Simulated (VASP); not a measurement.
# Driving VASP from ASE on TiAl3

Do ASE scripts that read TiAl3 from different structure formats give one answer, and do several routes find one equilibrium volume? All runs use PBEsol. Left out of this account: 1 further run (fields: a reference on another mesh). The start is a computed cell from the Materials Project.

Main program and level: VASP 6.6.1; PBEsol; plane waves and PAW (Ti_sv, Al).

### Step 1. The structure

The structure is tetragonal, space group I4/mmm (No. 139). The conventional cell has a = 3.822 Å, b = 3.822 Å, c = 8.561 Å, α = 90.00°, β = 90.00°, γ = 90.00°. Nearest to Ti lie 12 Al at 2.70 to 2.87 Å. Al has 4 Ti at 2.70 Å and 8 Al at 2.87 Å nearest. Nearest to Al lie 8 Al at 2.70 to 2.87 Å and 4 Ti at 2.87 Å. Farther neighbours are not listed.

### Step 2. Total energy, forces and stress (PBEsol, through ASE)

A single point through ASE, with the structure read from an extended xyz file.

run.py

```python
import numpy as np
from ase.calculators.vasp import Vasp
from ase.io import read
from ase.dft.bandgap import bandgap

atoms = read('TiAl3.xyz')

calc = Vasp(
    xc='pbesol',
    pp='PBE',
    prec='Accurate',
    encut=400,
    ediff=1e-06,
    nelm=100,
    ismear=-1,
    sigma=0.05,
    lreal=False,
    algo='Normal',
    nbands=16,
    lasph=True,
    lorbit=11,
    lwave=False,
    lcharg=False,
    kpar=4,
    isif=2,
    pp_version='64',
    setups={'Ti': '_sv', 'Al': ''},
    kpts=(9, 9, 9),
    gamma=True,
    txt='vasp.out',
)
atoms.calc = calc

print("energy (eV):", round(atoms.get_potential_energy(), 6))
print("Fermi level (eV):", round(calc.get_fermi_level(), 4))
print("forces (eV/A):")
print(np.round(atoms.get_forces(), 4))
print("stress (GPa, Voigt, tension positive):", np.round(atoms.get_stress() * 160.21766, 3))
gap, p1, p2 = bandgap(calc, direct=False)
print("gap on the mesh (eV):", round(gap, 4))
```

TiAl3.xyz

```xyz
4
Lattice="0.0000000000 -3.8222135426 0.0000000000 -3.8222135426 0.0000000000 0.0000000000 1.9111067713 -1.9111067713 -4.2806687947" Properties=species:S:1:pos:R:3 pbc="T T T"
Ti     0.0000000000      0.0000000000      0.0000000000
Al    -1.9111067713     -1.9111067713      0.0000000000
Al    -1.9111067713     -3.8222135426     -2.1403343974
Al     0.0000000000     -1.9111067713     -2.1403343974
```

PAW data sets: Ti_sv and Al (PBE family, release 64).

Launch:

```console
export ASE_VASP_COMMAND="mpirun -np 4 vasp_std"
python run.py
```

Log:

```text
energy (eV): -22.22206
Fermi level (eV): 8.2895
forces (eV/A):
[[ 0.  0.  0.]
 [ 0.  0.  0.]
 [ 0.  0.  0.]
 [-0. -0.  0.]]
stress (GPa, Voigt, tension positive): [ 0.732  0.732  0.594 -0.    -0.    -0.   ]
gap on the mesh (eV): 0.0
```

Wall time 25 s (4 MPI ranks of Intel Xeon Platinum 8488C (Sapphire Rapids), shared host); peak memory 0.78 GiB.

Lines that name or quote the potential files are left out of all logs, and their timing lines are given in words.

ASE turned this into the INCAR:

```
ENCUT = 400.000000
SIGMA = 0.050000
EDIFF = 1.00e-06
ALGO = Normal
GGA = PS
PREC = Accurate
ISIF = 2
ISMEAR = -1
KPAR = 4
LORBIT = 11
NBANDS = 16
NELM = 100
LASPH = .TRUE.
LCHARG = .FALSE.
LWAVE = .FALSE.
LREAL = .FALSE.
```

ASE turned this into the KPOINTS:

```
KPOINTS created by Atomic Simulation Environment
0
Gamma
9 9 9
0 0 0
```

vasp.out:

```text
[banner, memory and clock lines left out]
running    4 mpi-ranks, on    1 nodes
 distrk:  each k-point on    1 cores,    4 groups
 distr:  one band on    1 cores,    1 groups

 POSCAR found type information on POSCAR TiAl
 POSCAR found :  2 types and       4 ions
|                                                                             |
|               ----> ADVICE to this user running VASP <----                  |
|                                                                             |
|     You enforced a specific xc type in the INCAR file but a different       |
|     [... a line on the potential file left out ...]
|     I HOPE YOU KNOW WHAT YOU ARE DOING!                                     |
|                                                                             |

 LDA part: xc-table for (Slater+PW92), standard interpolation
 POSCAR, INCAR and KPOINTS ok, starting setup
 FFT: planning ... GRIDC
 FFT: planning ... GRID_SOFT
 FFT: planning ... GRID
 WAVECAR not read
 entering main loop
       N       E                     dE             d eps       ncg     rms          rms(c)
DAV:   1     0.997629907341E+02    0.99763E+02   -0.81272E+03  2400   0.101E+03
DAV:   2    -0.171328435517E+02   -0.11690E+03   -0.11507E+03  2512   0.279E+02
DAV:   3    -0.241904801530E+02   -0.70576E+01   -0.69070E+01  4032   0.627E+01
DAV:   4    -0.243339507416E+02   -0.14347E+00   -0.14342E+00  2696   0.909E+00
DAV:   5    -0.243393475275E+02   -0.53968E-02   -0.53966E-02  3960   0.166E+00    0.113E+01
DAV:   6    -0.230137875073E+02    0.13256E+01   -0.28455E+01  3560   0.394E+01    0.667E+00
DAV:   7    -0.223138023285E+02    0.69999E+00   -0.88662E+00  3112   0.217E+01    0.310E+00
DAV:   8    -0.222770241887E+02    0.36778E-01   -0.13685E+00  3048   0.926E+00    0.171E+00
DAV:   9    -0.222294807534E+02    0.47543E-01   -0.42620E-01  3296   0.503E+00    0.233E-01
DAV:  10    -0.222310285866E+02   -0.15478E-02   -0.89451E-03  2904   0.708E-01    0.302E-01
DAV:  11    -0.222292321084E+02    0.17965E-02   -0.83038E-03  3496   0.618E-01    0.649E-02
DAV:  12    -0.222291997085E+02    0.32400E-04   -0.34835E-04  3176   0.138E-01    0.347E-02
DAV:  13    -0.222292002786E+02   -0.57010E-06   -0.51746E-06  2760   0.181E-02
   1 F= -.22229200E+02 E0= -.22222060E+02  d E =-.142806E-01
```

OUTCAR, selected parts (step 2):

```text
ion  position               nearest neighbor table
   1  0.000  0.000  0.000-   2 2.70   2 2.70   2 2.70   2 2.70   3 2.87   4 2.87   3 2.87   4 2.87
                             3 2.87   4 2.87   4 2.87   3 2.87
   2  0.500  0.500  0.000-   1 2.70   1 2.70   1 2.70   1 2.70   4 2.87   3 2.87   3 2.87   4 2.87
                             3 2.87   3 2.87   4 2.87   4 2.87
   3  0.750  0.750  0.500-   4 2.70   4 2.70   4 2.70   4 2.70   1 2.87   1 2.87   2 2.87   2 2.87
                             1 2.87   1 2.87   2 2.87   2 2.87
   4  0.250  0.250  0.500-   3 2.70   3 2.70   3 2.70   3 2.70   1 2.87   2 2.87   2 2.87   1 2.87
                             2 2.87   1 2.87   2 2.87   1 2.87

  LATTYP: Found a body centered tetragonal cell.
 ALAT       =     3.8222135426
 C/A-ratio  =     2.2398899208

 Subroutine GETGRP returns: Found 16 space group operations
 (whereof 16 operations were pure point group operations)

The static configuration has the point symmetry D_4h.

 Found     75 irreducible k-points:

   k-points           NKPTS =     75   k-points in BZ     NKDIM =     75   number of bands    NBANDS=     16

   dimension x,y,z NGX =    28 NGY =   28 NGZ =   36
   dimension x,y,z NGXF=    56 NGYF=   56 NGZF=   72

   ENCUT  =  400.0 eV  29.40 Ry    5.42 a.u.   6.23  6.23  8.26*2*pi/ulx,y,z

   NELECT =      21.0000    total number of electrons

 k-points in reciprocal lattice and weights: KPOINTS created by Atomic Simulation Env
   0.00000000  0.00000000  0.00000000       0.001
   0.11111111  0.00000000  0.00000000       0.011
   0.22222222  0.00000000  0.00000000       0.011
   0.33333333  0.00000000  0.00000000       0.011
   0.44444444  0.00000000  0.00000000       0.011
   0.11111111  0.11111111  0.00000000       0.005
   0.22222222  0.11111111 -0.00000000       0.022
   0.33333333  0.11111111  0.00000000       0.022
   0.44444444  0.11111111 -0.00000000       0.022
[...]
0.00000000  0.00000000  0.44444444       0.003
  -0.11111111  0.00000000  0.44444444       0.005

 average (electrostatic) potential at core
       1 -71.9028       2 -71.2499       3 -71.1703       4 -71.1703

 E-fermi :   8.2895

 k-point     1 :       0.0000    0.0000    0.0000
  band No.  band energies     occupation
    ...
      6       5.4269      2.00000
      7       5.6634      2.00000
      8       6.8644      2.00000
      9       7.0572      2.00000
     10       7.0572      2.00000
     11       9.1358      0.00000
     12      10.0465      0.00000
     13      10.0465      0.00000
     14      10.5141      0.00000
     15      10.7716      0.00000
    ...

 k-point     2 :       0.1111    0.0000    0.0000
  band No.  band energies     occupation
    ...
      6       4.9013      2.00000
      7       6.0867      2.00000
      8       6.5581      2.00000
      9       6.8775      2.00000
     10       7.1512      2.00000
     11       8.7020      0.00052
     12       9.6675      0.00000
     13      10.3329      0.00000
     14      10.5606      0.00000
     15      11.1737      0.00000
    ...

 k-point     3 :       0.2222    0.0000    0.0000
  band No.  band energies     occupation
    ...
      7       5.2959      2.00000
      8       6.2977      2.00000
      9       7.2701      2.00000
     10       7.3682      2.00000
     11       8.2291      1.54012
     12       9.3228      0.00000
     13      10.2896      0.00000
     14      11.0622      0.00000
     15      11.6913      0.00000
     16      12.4835      0.00000

  Total       -0.2855901     -0.2855901     -0.2319655      0.0000000     -0.0000000      0.0000000
  in kB       -7.3166495     -7.3166495     -5.9428176      0.0000000     -0.0000000      0.0000000
  external PRESSURE =      -6.8587055 kB  Pullay stress =       0.0000000 kB

  energy-cutoff  :      400.00
  volume of cell :       62.54
      direct lattice vectors                 reciprocal lattice vectors
     0.000000000 -3.822213543  0.000000000     0.000000000 -0.261628501  0.116804178
    -3.822213543  0.000000000  0.000000000    -0.261628501  0.000000000 -0.116804178
     1.911106771 -1.911106771 -4.280668795     0.000000000  0.000000000 -0.233608356

 POSITION                                       TOTAL-FORCE (eV/Angst)
 -----------------------------------------------------------------------------------
      0.00000      0.00000      0.00000         0.000000      0.000000      0.000000
     -1.91111     -1.91111      0.00000         0.000000      0.000000      0.000000
     -1.91111     -3.82221     -2.14033         0.000000      0.000000      0.000000
      0.00000     -1.91111     -2.14033        -0.000000     -0.000000      0.000000
 -----------------------------------------------------------------------------------
    total drift:                                0.000000     -0.000000     -0.000000

  FREE ENERGIE OF THE ION-ELECTRON SYSTEM (eV)
  ---------------------------------------------------
  free  energy   TOTEN  =       -22.2292002786 eV

  energy  without entropy=      -22.2149196593  energy(sigma->0) =      -22.22205997

 total charge
# of ion       s       p       d       tot
------------------------------------------
    1        2.167   6.119   2.027  10.313
    2        0.446   0.376   0.000   0.822
    3        0.407   0.406   0.000   0.813
    4        0.407   0.406   0.000   0.813
--------------------------------------------------
tot          3.427   7.308   2.027  12.761

[... 3 further parts left out ...]
```

This run has no spin polarisation. Its electron count is odd, so without a moment it is a metal by construction. The PAW data sets were made with PBE, which is usual practice but a small mismatch for other functionals.

Numbers from this step:

```
SCF cycles              : 13
electrons               : 21
bands                   : 16
irreducible k-points    : 75
symmetry operations     : 16
free energy (TOTEN)     : -22.23 eV
energy at zero smearing : -22.22 eV
Fermi energy            : 8.290 eV
pressure                : -0.6859 GPa
metallic                : yes
```

The pressure is -0.69 GPa and the largest force 0.000 eV/Å, so the cell is not at a minimum at these settings.

### Step 3. Self-consistent run (PBEsol, through ASE)

System of this step: TiAl3. Symmetry: I4/mmm, No. 139, tetragonal system. The conventional cell has a = 3.822 Å, b = 3.822 Å, c = 8.561 Å, α = 90.00°, β = 90.00°, γ = 90.00°. Ti has 12 Al at 2.70 to 2.87 Å nearest. Nearest to Al lie 4 Ti at 2.70 Å and 8 Al at 2.87 Å. Nearest to Al lie 8 Al at 2.70 to 2.87 Å and 4 Ti at 2.87 Å. Farther neighbours are not listed.

The single point through ASE, with the structure read from a CIF with its space group. The file expands to the conventional cell of 8 atoms, on a 6×6×3 mesh.

Edit run.py of step 2 so:

```diff
@@ -5,3 +5,3 @@
 
-atoms = read('TiAl3.xyz')
+atoms = read('TiAl3.cif')
 
@@ -18,3 +18,3 @@
     algo='Normal',
-    nbands=16,
+    nbands=29,
     lasph=True,
@@ -27,3 +27,3 @@
     setups={'Ti': '_sv', 'Al': ''},
-    kpts=(9, 9, 9),
+    kpts=(6, 6, 3),
     gamma=True,
```

TiAl3.cif

```cif
data_TiAl3
_cell_length_a 3.82221354
_cell_length_b 3.82221354
_cell_length_c 8.56133759
_cell_angle_alpha 90.00000000
_cell_angle_beta 90.00000000
_cell_angle_gamma 90.00000000
_space_group_name_H-M_alt 'I4/mmm'
_space_group_name_Hall '-I 4 2'
_space_group_IT_number 139
loop_
_space_group_symop_operation_xyz
'x,y,z'
'-x,-y,-z'
'-y,x,z'
'y,-x,-z'
'-x,-y,z'
'x,y,-z'
'y,-x,z'
'-y,x,-z'
'x,-y,-z'
'-x,y,z'
'-y,-x,-z'
'y,x,z'
'-x,y,-z'
'x,-y,z'
'y,x,-z'
'-y,-x,z'
'x+1/2,y+1/2,z+1/2'
'-x+1/2,-y+1/2,-z+1/2'
'-y+1/2,x+1/2,z+1/2'
'y+1/2,-x+1/2,-z+1/2'
'-x+1/2,-y+1/2,z+1/2'
'x+1/2,y+1/2,-z+1/2'
'y+1/2,-x+1/2,z+1/2'
'-y+1/2,x+1/2,-z+1/2'
'x+1/2,-y+1/2,-z+1/2'
'-x+1/2,y+1/2,z+1/2'
'-y+1/2,-x+1/2,-z+1/2'
'y+1/2,x+1/2,z+1/2'
'-x+1/2,y+1/2,-z+1/2'
'x+1/2,-y+1/2,z+1/2'
'y+1/2,x+1/2,-z+1/2'
'-y+1/2,-x+1/2,z+1/2'
loop_
_atom_site_label
_atom_site_type_symbol
_atom_site_symmetry_multiplicity
_atom_site_Wyckoff_symbol
_atom_site_fract_x
_atom_site_fract_y
_atom_site_fract_z
_atom_site_occupancy
Ti1 Ti 2 a 0.0000000000 0.0000000000 0.0000000000 1
Al1 Al 2 b 0.5000000000 0.5000000000 0.0000000000 1
Al2 Al 4 d 0.0000000000 0.5000000000 0.2500000000 1
```

Log:

```text
energy (eV): -44.46661
Fermi level (eV): 8.3321
forces (eV/A):
[[-0. -0. -0.]
 [ 0.  0.  0.]
 [-0. -0. -0.]
 [-0. -0. -0.]
 [-0. -0. -0.]
 [-0. -0. -0.]
 [-0. -0. -0.]
 [ 0. -0. -0.]]
stress (GPa, Voigt, tension positive): [ 0.588  0.588  0.577 -0.    -0.    -0.   ]
gap on the mesh (eV): 0.0
```

Elapsed: 28 s, on 4 MPI ranks; peak memory 0.87 GiB; 1.7 min of CPU time.

ASE turned this into the INCAR:

```
ENCUT = 400.000000
SIGMA = 0.050000
EDIFF = 1.00e-06
ALGO = Normal
GGA = PS
PREC = Accurate
ISIF = 2
ISMEAR = -1
KPAR = 4
LORBIT = 11
NBANDS = 29
NELM = 100
LASPH = .TRUE.
LCHARG = .FALSE.
LWAVE = .FALSE.
LREAL = .FALSE.
```

ASE turned this into the KPOINTS:

```
KPOINTS created by Atomic Simulation Environment
0
Gamma
6 6 3
0 0 0
```

vasp.out:

```text
[banner, memory and clock lines left out]
running    4 mpi-ranks, on    1 nodes
 distrk:  each k-point on    1 cores,    4 groups
 distr:  one band on    1 cores,    1 groups

 POSCAR found type information on POSCAR TiAl
 POSCAR found :  2 types and       8 ions
 [... a notice as in an earlier step ...]

 LDA part: xc-table for (Slater+PW92), standard interpolation
 POSCAR, INCAR and KPOINTS ok, starting setup
 FFT: planning ... GRIDC
 FFT: planning ... GRID_SOFT
 FFT: planning ... GRID
 WAVECAR not read
 entering main loop
       N       E                     dE             d eps       ncg     rms          rms(c)
DAV:   1     0.297443532261E+03    0.29744E+03   -0.15972E+04  1160   0.116E+03
DAV:   2    -0.151772044253E+02   -0.31262E+03   -0.30468E+03  1195   0.345E+02
DAV:   3    -0.465698733799E+02   -0.31393E+02   -0.30789E+02  1955   0.100E+02
DAV:   4    -0.485971144851E+02   -0.20272E+01   -0.20114E+01  1619   0.206E+01
DAV:   5    -0.487048849427E+02   -0.10777E+00   -0.10774E+00  1738   0.405E+00    0.160E+01
DAV:   6    -0.458924282509E+02    0.28125E+01   -0.50491E+01  1543   0.434E+01    0.927E+00
DAV:   7    -0.447002190210E+02    0.11922E+01   -0.18383E+01  1493   0.269E+01    0.465E+00
DAV:   8    -0.445171336793E+02    0.18309E+00   -0.21752E+00  1520   0.104E+01    0.150E+00
DAV:   9    -0.444776830812E+02    0.39451E-01   -0.27537E-01  1527   0.355E+00    0.508E-01
DAV:  10    -0.444795942435E+02   -0.19112E-02   -0.21224E-02  1784   0.823E-01    0.352E-01
DAV:  11    -0.444806590987E+02   -0.10649E-02   -0.31649E-02  1582   0.102E+00    0.296E-01
DAV:  12    -0.444786239369E+02    0.20352E-02   -0.10184E-02  1563   0.620E-01    0.336E-02
DAV:  13    -0.444786441111E+02   -0.20174E-04   -0.29067E-04  1622   0.883E-02    0.164E-02
DAV:  14    -0.444786442522E+02   -0.14104E-06   -0.77335E-06  1438   0.139E-02
   1 F= -.44478644E+02 E0= -.44466610E+02  d E =-.240692E-01
```

From OUTCAR (step 3):

```text
  LATTYP: Found a simple tetragonal cell.
 ALAT       =     3.8222135400
 C/A-ratio  =     2.2398899225

The static configuration has the point symmetry D_4h.

 Found     20 irreducible k-points:

   k-points           NKPTS =     20   k-points in BZ     NKDIM =     20   number of bands    NBANDS=     29

   dimension x,y,z NGX =    28 NGY =   28 NGZ =   56
   dimension x,y,z NGXF=    56 NGYF=   56 NGZF=  112

   ENCUT  =  400.0 eV  29.40 Ry    5.42 a.u.   6.23  6.23 13.96*2*pi/ulx,y,z

   NELECT =      42.0000    total number of electrons

 E-fermi :   8.3321

 k-point     1 :       0.0000    0.0000    0.0000
  band No.  band energies     occupation
    ...
     16       7.0599      2.00000
     17       7.0599      2.00000
     18       7.3758      2.00000
     19       7.3758      2.00000
     20       8.0493      1.99303
     21       8.9906      0.00000
     22       8.9906      0.00000
     23       9.1198      0.00000
     24       9.2394      0.00000
     25      10.0389      0.00000
    ...

 k-point     2 :       0.1667    0.0000    0.0000
  band No.  band energies     occupation
    ...
     16       6.4859      2.00000
     17       7.2548      2.00000
     18       7.2594      2.00000
     19       7.3164      2.00000
     20       8.3792      0.56062
     21       8.6599      0.00284
     22       9.0062      0.00000
     23       9.0228      0.00000
     24       9.4163      0.00000
     25       9.5383      0.00000
    ...

  Total       -0.4593762     -0.4593762     -0.4501399      0.0000000      0.0000000      0.0000000
  in kB       -5.8844733     -5.8844733     -5.7661587      0.0000000      0.0000000      0.0000000
  external PRESSURE =      -5.8450351 kB  Pullay stress =       0.0000000 kB

  energy-cutoff  :      400.00
  volume of cell :      125.08
      direct lattice vectors                 reciprocal lattice vectors
     3.822213540  0.000000000  0.000000000     0.261628501  0.000000000  0.000000000
     0.000000000  3.822213540  0.000000000     0.000000000  0.261628501  0.000000000
     0.000000000  0.000000000  8.561337590     0.000000000  0.000000000  0.116804178

 POSITION                                       TOTAL-FORCE (eV/Angst)
 -----------------------------------------------------------------------------------
      0.00000      0.00000      0.00000        -0.000000     -0.000000     -0.000000
      1.91111      1.91111      4.28067         0.000000      0.000000      0.000000
      1.91111      1.91111      0.00000        -0.000000     -0.000000     -0.000000
      0.00000      0.00000      4.28067        -0.000000     -0.000000     -0.000000
      0.00000      1.91111      2.14033        -0.000000     -0.000000     -0.000000
      0.00000      1.91111      6.42100        -0.000000     -0.000000     -0.000000
      1.91111      0.00000      2.14033        -0.000000     -0.000000     -0.000000
      1.91111      0.00000      6.42100         0.000000     -0.000000     -0.000000
 -----------------------------------------------------------------------------------
    total drift:                                0.000000      0.000000      0.000000

  FREE ENERGIE OF THE ION-ELECTRON SYSTEM (eV)
  ---------------------------------------------------
  free  energy   TOTEN  =       -44.4786442522 eV

  energy  without entropy=      -44.4545750643  energy(sigma->0) =      -44.46660966

 total charge
# of ion       s       p       d       tot
------------------------------------------
    1        2.168   6.119   2.026  10.313
    2        2.168   6.119   2.026  10.313
    3        0.446   0.375   0.000   0.821
    4        0.446   0.375   0.000   0.821
    5        0.407   0.407   0.000   0.813
    6        0.407   0.407   0.000   0.813
    7        0.407   0.407   0.000   0.813
    8        0.407   0.407   0.000   0.813
--------------------------------------------------
tot          6.853  14.617   4.053  25.522

[... 1 part as in an earlier step ...]

[... 7 further parts left out ...]
```

The k-mesh is coarse for a metal.

This step gave:

| Property | Result |
| --- | --- |
| SCF cycles | 14 |
| electrons | 42 |
| bands | 29 |
| irreducible k-points | 20 |
| free energy (TOTEN) | -44.48 eV |
| energy at zero smearing | -44.47 eV |
| Fermi energy | 8.332 eV |
| pressure | -0.5845 GPa |

The energy lies -2.81 meV an atom from the first script, since this cell and mesh sample the zone at other points.

(Part 1 of 3 ends here.)

[Lines on the potential files, build, host, timing and source positions are cut from VASP's logs without a mark.]

[Logs are printed without paths, hosts, clocks, repeated set-up lines and the standing remarks that a program may print on its own settings, such as how far it seeks lower states.]

[Hosts, paths, dates, database ids (printed as entryN), source tags and the programs' standing remarks are cut or masked in the printed files.]

[A measured line is paired with the nearest computed mode of its activity, which favours agreement.]
